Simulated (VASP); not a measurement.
# ZnCo: magnetic anisotropy

Aim: the energy of ZnCo with the moments along several directions. The start is a computed cell from the Materials Project.

Calculated with VASP 6.6.1; PBEsol, DFT+U (Co d 2 eV), spin-polarised from a ferromagnetic start (one magnetic atom a cell); plane waves and PAW (Zn, Co), in the first sound run; inputs show where later runs differ.

**1. The starting structure**

The structure is hexagonal, space group P-6m2 (No. 187). Conventional cell: a = 2.607 Å, b = 2.607 Å, c = 4.172 Å, α = 90.00°, β = 90.00°, γ = 120.00°. Nearest to Zn lie 6 Co at 2.57 Å and 6 Zn at 2.61 Å. Nearest to Co lie 6 Zn at 2.57 Å and 6 Co at 2.61 Å. Farther neighbours are not listed.

Structure file:

```xyz
2
Lattice="2.6072 0.0000 0.0000 -1.3036 2.2579 0.0000 0.0000 0.0000 4.1717" Properties=species:S:1:pos:R:3 pbc="T T T"
Zn    1.3036    0.7526    0.0000
Co    0.0000    0.0000    2.0858
```

**2. Collinear ground state**

The anisotropy comes from spin-orbit coupling, which is added later on top of this collinear state; its density is saved here.

File INCAR:

```
SYSTEM = ZnCo
PREC = Accurate
ENCUT = 350
EDIFF = 1E-07
NELM = 150
ISMEAR = 1
SIGMA = 0.05
LREAL = .FALSE.
ALGO = Normal
GGA = PS
NBANDS = 17
ISPIN = 2
MAGMOM = 0 2
LDAU = .TRUE.
LDAUTYPE = 2
LDAUL = -1 2
LDAUU = 0 2
LDAUJ = 0 0
LDAUPRINT = 1
LASPH = .TRUE.
LMAXMIX = 4
LORBIT = 11
LWAVE = .FALSE.
LCHARG = .TRUE.
KPAR = 4
AMIX = 0.2
BMIX = 1E-04
AMIX_MAG = 0.8
BMIX_MAG = 1E-04
```

File POSCAR:

```
ZnCo
1.0
    2.6072238118      0.0000000000      0.0000000000
   -1.3036119059      2.2579220543      0.0000000000
    0.0000000000      0.0000000000      4.1716830000
Zn Co
1 1
Direct
    0.6666666667      0.3333333333      0.0000000000
    0.0000000000      0.0000000000      0.5000000000
```

File KPOINTS:

```
Automatic mesh
0
Gamma
11 11 6
0 0 0
```

PAW data sets: Zn and Co (PBE family, release 64).

Run with:

```sh
$ mpirun -np 4 vasp_std
```

What it wrote:

```text
[banner, memory and clock lines left out]
running    4 mpi-ranks, on    1 nodes
 distrk:  each k-point on    1 cores,    4 groups
 distr:  one band on    1 cores,    1 groups

 POSCAR found type information on POSCAR ZnCo
 POSCAR found :  2 types and       2 ions
|                                                                             |
|               ----> ADVICE to this user running VASP <----                  |
|                                                                             |
|     You enforced a specific xc type in the INCAR file but a different       |
|     [... a line on the potential file left out ...]
|     I HOPE YOU KNOW WHAT YOU ARE DOING!                                     |
|                                                                             |

 LDA part: xc-table for (Slater+PW92), standard interpolation
 POSCAR, INCAR and KPOINTS ok, starting setup
 FFT: planning ... GRIDC
 FFT: planning ... GRID_SOFT
 FFT: planning ... GRID
 WAVECAR not read
 entering main loop
       N       E                     dE             d eps       ncg     rms          rms(c)
DAV:   1     0.758399675473E+02    0.75840E+02   -0.79095E+03  4488   0.139E+03
DAV:   2    -0.635170754664E+01   -0.82192E+02   -0.78884E+02  4372   0.237E+02
DAV:   3    -0.867838296650E+01   -0.23267E+01   -0.23160E+01  5064   0.498E+01
DAV:   4    -0.869963211087E+01   -0.21249E-01   -0.21245E-01  5454   0.404E+00
DAV:   5    -0.870008174570E+01   -0.44963E-03   -0.44961E-03  5064   0.519E-01    0.111E+01
DAV:   6    -0.780810327142E+01    0.89198E+00   -0.48087E+00  4592   0.328E+01    0.497E+00
DAV:   7    -0.764028042801E+01    0.16782E+00   -0.71808E-01  6052   0.241E+01    0.451E+00
DAV:   8    -0.759571118530E+01    0.44569E-01   -0.26433E-01  5683   0.851E+00    0.293E+00
DAV:   9    -0.759380404294E+01    0.19071E-02   -0.35772E-02  5395   0.235E+00    0.125E+00
DAV:  10    -0.759457268720E+01   -0.76864E-03   -0.61022E-03  5650   0.165E+00    0.392E-01
DAV:  11    -0.759499641894E+01   -0.42373E-03   -0.16143E-03  5104   0.474E-01    0.116E-01
DAV:  12    -0.759523532200E+01   -0.23890E-03   -0.33537E-04  5919   0.301E-01    0.602E-02
DAV:  13    -0.759540010048E+01   -0.16478E-03   -0.16850E-04  5663   0.176E-01    0.375E-02
DAV:  14    -0.759544239730E+01   -0.42297E-04   -0.94707E-05  5676   0.100E-01    0.169E-02
DAV:  15    -0.759544663718E+01   -0.42399E-05   -0.29663E-05  5962   0.565E-02    0.897E-03
DAV:  16    -0.759544742529E+01   -0.78811E-06   -0.26188E-06  5592   0.198E-02    0.372E-03
DAV:  17    -0.759544779705E+01   -0.37176E-06   -0.10661E-06  4686   0.117E-02    0.204E-03
DAV:  18    -0.759544768691E+01    0.11015E-06   -0.25320E-07  3019   0.552E-03    0.113E-03
DAV:  19    -0.759544779477E+01   -0.10786E-06   -0.27238E-07  3061   0.632E-03    0.689E-04
DAV:  20    -0.759544771250E+01    0.82270E-07   -0.43173E-08  2321   0.236E-03
   1 F= -.75954477E+01 E0= -.75953176E+01  d E =-.390469E-03  mag=     1.6946
```

It took 8.8 s on 4 MPI ranks of Intel Xeon Platinum 8559C (Emerald Rapids), shared host; peak memory 0.52 GiB; 32 s of CPU time.

Lines that name or quote the potential files are left out of all logs, and their timing lines are given in words.

Parts of OUTCAR (step 2):

```text
ion  position               nearest neighbor table
   1  0.667  0.333  0.000-   2 2.57   2 2.57   2 2.57   2 2.57   2 2.57   2 2.57
   2  0.000  0.000  0.500-   1 2.57   1 2.57   1 2.57   1 2.57   1 2.57   1 2.57

  LATTYP: Found a hexagonal cell.
 ALAT       =     2.6072238118
 C/A-ratio  =     1.6000479058

 Subroutine GETGRP returns: Found 12 space group operations
 (whereof 12 operations were pure point group operations)

The static configuration has the point symmetry D_3h.

 Found     64 irreducible k-points:

   k-points           NKPTS =     64   k-points in BZ     NKDIM =     64   number of bands    NBANDS=     17

   dimension x,y,z NGX =    16 NGY =   16 NGZ =   28
   dimension x,y,z NGXF=    32 NGYF=   32 NGZF=   56

   ENCUT  =  350.0 eV  25.72 Ry    5.07 a.u.   3.98  3.98  6.36*2*pi/ulx,y,z

   NELECT =      21.0000    total number of electrons

 k-points in reciprocal lattice and weights: Automatic mesh
   0.00000000  0.00000000  0.00000000       0.001
   0.09090909  0.00000000  0.00000000       0.008
   0.18181818  0.00000000  0.00000000       0.008
   0.27272727  0.00000000  0.00000000       0.008
   0.36363636 -0.00000000  0.00000000       0.008
   0.45454545  0.00000000  0.00000000       0.008
   0.09090909  0.09090909  0.00000000       0.008
   0.18181818  0.09090909  0.00000000       0.017
   0.27272727  0.09090909  0.00000000       0.017
[...]
0.27272727  0.27272727  0.50000000       0.008
   0.36363636  0.27272727  0.50000000       0.008

atom =   2  type =  2  l = 2

 onsite density matrix

spin component  1

  0.9096  0.0000  0.0000 -0.0000  0.0000
  0.0000  0.9196 -0.0000  0.0000  0.0000
  0.0000 -0.0000  0.8869  0.0000 -0.0000
 -0.0000  0.0000  0.0000  0.9196  0.0000
  0.0000  0.0000 -0.0000  0.0000  0.9096

spin component  2

  0.6135  0.0000  0.0000  0.0000 -0.0000
  0.0000  0.3645 -0.0000 -0.0000 -0.0000
  0.0000 -0.0000  0.7844 -0.0000 -0.0000
  0.0000 -0.0000 -0.0000  0.3645 -0.0000
 -0.0000 -0.0000 -0.0000 -0.0000  0.6135

 occupancies and eigenvectors

  o =  0.3645  v =  0.0000  0.0000  0.0000  0.0000  0.0000  0.0000  1.0000  0.0000 -0.0000  0.0000      0.0000  0.0000  0.0000  0.0000  0.0000  0.0000  0.0000  0.0000  0.0000  0.0000
  o =  0.3645  v =  0.0000  0.0000  0.0000  0.0000  0.0000  0.0000 -0.0000 -0.0000 -1.0000 -0.0000      0.0000  0.0000  0.0000  0.0000  0.0000  0.0000  0.0000  0.0000  0.0000  0.0000
  o =  0.6135  v =  0.0000  0.0000  0.0000  0.0000  0.0000  1.0000  0.0000  0.0000  0.0000  0.0000      0.0000  0.0000  0.0000  0.0000  0.0000  0.0000  0.0000  0.0000  0.0000  0.0000
  o =  0.6135  v =  0.0000  0.0000  0.0000  0.0000  0.0000  0.0000 -0.0000  0.0000 -0.0000  1.0000      0.0000  0.0000  0.0000  0.0000  0.0000  0.0000  0.0000  0.0000  0.0000  0.0000
  o =  0.7844  v =  0.0000  0.0000  0.0000  0.0000  0.0000  0.0000 -0.0000  1.0000 -0.0000 -0.0000      0.0000  0.0000  0.0000  0.0000  0.0000  0.0000  0.0000  0.0000  0.0000  0.0000
  o =  0.8869  v =  0.0000 -0.0000 -1.0000 -0.0000 -0.0000  0.0000  0.0000  0.0000  0.0000  0.0000      0.0000  0.0000  0.0000  0.0000  0.0000  0.0000  0.0000  0.0000  0.0000  0.0000
  o =  0.9096  v =  1.0000  0.0000  0.0000  0.0000  0.0000  0.0000  0.0000  0.0000  0.0000  0.0000      0.0000  0.0000  0.0000  0.0000  0.0000  0.0000  0.0000  0.0000  0.0000  0.0000
  o =  0.9096  v =  0.0000  0.0000  0.0000  0.0000 -1.0000  0.0000  0.0000  0.0000  0.0000  0.0000      0.0000  0.0000  0.0000  0.0000  0.0000  0.0000  0.0000  0.0000  0.0000  0.0000
  o =  0.9196  v =  0.0000  1.0000 -0.0000  0.0000  0.0000  0.0000  0.0000  0.0000  0.0000  0.0000      0.0000  0.0000  0.0000  0.0000  0.0000  0.0000  0.0000  0.0000  0.0000  0.0000
  o =  0.9196  v =  0.0000 -0.0000 -0.0000  1.0000  0.0000  0.0000  0.0000  0.0000  0.0000  0.0000      0.0000  0.0000  0.0000  0.0000  0.0000  0.0000  0.0000  0.0000  0.0000  0.0000

 average (electrostatic) potential at core
       1 -33.1205       2 -81.8651

 E-fermi :   6.4393

 spin component 1
 k-point     1 :       0.0000    0.0000    0.0000
  band No.  band energies     occupation
    ...
      8       3.3384      1.00000
      9       3.3384      1.00000
     10       3.7664      1.00000
     11       3.7664      1.00000
     12       4.5913      1.00000
     13       9.1523      0.00000
     14      25.4595      0.00000
     15      25.4595      0.00000
     16      26.2121      0.00000
     17      27.5703      0.00000

 k-point     2 :       0.0909    0.0000    0.0000
  band No.  band energies     occupation
    ...
      8       3.2700      1.00000
      9       3.2808      1.00000
     10       3.4443      1.00000
     11       3.7521      1.00000
     12       5.3722      1.00000
     13       9.2384      0.00000
     14      21.9914      0.00000
     15      23.6395      0.00000
     16      25.2375      0.00000
     17      29.1282      0.00000

 k-point     3 :       0.1818    0.0000    0.0000
  band No.  band energies     occupation
    ...
      7       2.4895      1.00000
      8       2.7574      1.00000
      9       3.1631      1.00000
     10       3.7137      1.00000
     11       3.7375      1.00000
     12       6.7418     -0.00000
     13       9.5298      0.00000
     14      17.7202      0.00000
     15      21.4342      0.00000
     16      24.0966      0.00000
    ...

 k-point     4 :       0.2727    0.0000    0.0000
  band No.  band energies     occupation
    ...
      7       2.3916      1.00000
      8       2.5272      1.00000
      9       3.4143      1.00000
     10       3.6642      1.00000
     11       4.1440      1.00000
     12       8.4225      0.00000
     13      10.0824      0.00000
     14      13.8456      0.00000
     15      19.6115      0.00000
     16      22.0179      0.00000
    ...

 k-point     5 :       0.3636   -0.0000    0.0000
  band No.  band energies     occupation
    ...
      7       2.1579      1.00000
      8       2.3969      1.00000
      9       3.6193      1.00000
     10       3.9186      1.00000
     11       4.5450      1.00000
     12       9.7246      0.00000
     13      10.3536      0.00000
     14      11.8255      0.00000
     15      18.2963      0.00000
     16      18.7717      0.00000
    ...

 k-point     6 :       0.4545    0.0000    0.0000
  band No.  band energies     occupation
    ...
      7       2.0430      1.00000
      8       2.5529      1.00000
      9       3.5929      1.00000
     10       4.4000      1.00000
     11       4.7984      1.00000
     12       7.3231     -0.00000
     13      12.3151      0.00000
     14      13.0297      0.00000
     15      16.1623      0.00000
     16      17.0268      0.00000
    ...

  Total       -1.2041694     -1.2041694     -0.3096083     -0.0000000     -0.0000000      0.0000000
  in kB      -78.5596657    -78.5596657    -20.1987576     -0.0000000     -0.0000000      0.0000000
  external PRESSURE =     -59.1060297 kB  Pullay stress =       0.0000000 kB

  energy-cutoff  :      350.00
  volume of cell :       24.56
      direct lattice vectors                 reciprocal lattice vectors
     2.607223812  0.000000000  0.000000000     0.383549734  0.221442542  0.000000000
    -1.303611906  2.257922054  0.000000000     0.000000000  0.442885085  0.000000000
     0.000000000  0.000000000  4.171683000     0.000000000  0.000000000  0.239711407

 POSITION                                       TOTAL-FORCE (eV/Angst)
 -----------------------------------------------------------------------------------
      1.30361      0.75264      0.00000         0.000000     -0.000000      0.000000
      0.00000      0.00000      2.08584        -0.000000      0.000000      0.000000
 -----------------------------------------------------------------------------------
    total drift:                               -0.000012      0.000007      0.000000

  FREE ENERGIE OF THE ION-ELECTRON SYSTEM (eV)
  ---------------------------------------------------
  free  energy   TOTEN  =        -7.5954477125 eV

  energy  without entropy=       -7.5950572433  energy(sigma->0) =       -7.59531756

 total charge
# of ion       s       p       d       tot
------------------------------------------
    1        0.624   0.575   9.734  10.932
    2        0.423   0.441   7.260   8.124
--------------------------------------------------
tot          1.047   1.015  16.994  19.056

 magnetization (x)
# of ion       s       p       d       tot
------------------------------------------
    1       -0.012  -0.018  -0.001  -0.032
    2       -0.001  -0.027   1.807   1.779
--------------------------------------------------
tot         -0.014  -0.045   1.806   1.747

[... 6 further parts left out ...]
```

The cell holds one magnetic atom, so no antiferromagnetic order fits into it. The k-mesh is coarse for a metal. A U on the itinerant d states of such a compound is hard to justify; it moves the bands at the Fermi level and favours large moments. The PAW data sets were made with PBE, which is usual practice but a small mismatch for other functionals.

This step gave:

```yaml
electronic_cycles: 20
electrons: 21
free_energy_toten: -7.595 eV
energy_at_zero_smearing: -7.595 eV
fermi_energy: 6.439 eV
moment_of_the_cell_from_the_last_line_of_the_log: 1.695 μB
labelled_metallic_from_the_levels_on_this_mesh: yes
```

Spin moment in the PAW sphere by atom:

```
atom  spin moment in the PAW sphere (μB)
 Zn1                               -0.03
 Co2                                1.78
```

Spin density in the ac plane at fractional y = 0.000, with atoms of Co within 0.2 Å of it.

Ten even steps from '_' (0.0 e/Å³) to '@' (2.6 e/Å³):
```
____________________________
____________________________
____________________________
____________________________
____________________________
____________________________
____________________________
----::..______________..::--
##**==::______________::==**
@@%%++::______________::++%%
@@%%++::______________::++%%
##**==::______________::==**
----::..______________..::--
____________________________
____________________________
____________________________
____________________________
____________________________
____________________________
____________________________
____________________________
```
Columns run along a (2.6 Å), rows up along c (4.2 Å). Atoms in or near the plane, at fractional coordinates: Co at (0.00, 0.50).

Valence density in the ac plane at fractional y = 0.000, with atoms of Co within 0.2 Å of it. It is the smooth field of the valence electrons, not physical close to the nuclei.

Ten even steps from '0' (0.2 e/Å³) to '9' (9.2 e/Å³):
```
00000000000000
00000000000000
00000000000000
00000000000000
00000000000000
00000000000000
11000000000001
43200000000023
76420000000246
98531000001358
98531000001358
76420000000246
43200000000023
11000000000001
00000000000000
00000000000000
00000000000000
00000000000000
00000000000000
00000000000000
00000000000000
```
Columns run along a (2.6 Å), rows up along c (4.2 Å). Atoms in or near the plane, at fractional coordinates: Co at (0.00, 0.50).

(Continued in part 2 of 2.)

[Lines on the potential files, build, host, timing and source positions are cut from VASP's logs without a mark.]

[Logs are printed without paths, hosts, clocks, repeated set-up lines and the standing remarks that a program may print on its own settings, such as how far it seeks lower states.]

[Hosts, paths, dates, database ids (printed as entryN), source tags and the programs' standing remarks are cut or masked in the printed files.]

[Runs that stopped without an error message from VASP are left out.]

[In band tables of VASP the shares of atoms and orbitals are scaled to a sum of 1 inside the atoms' spheres.]
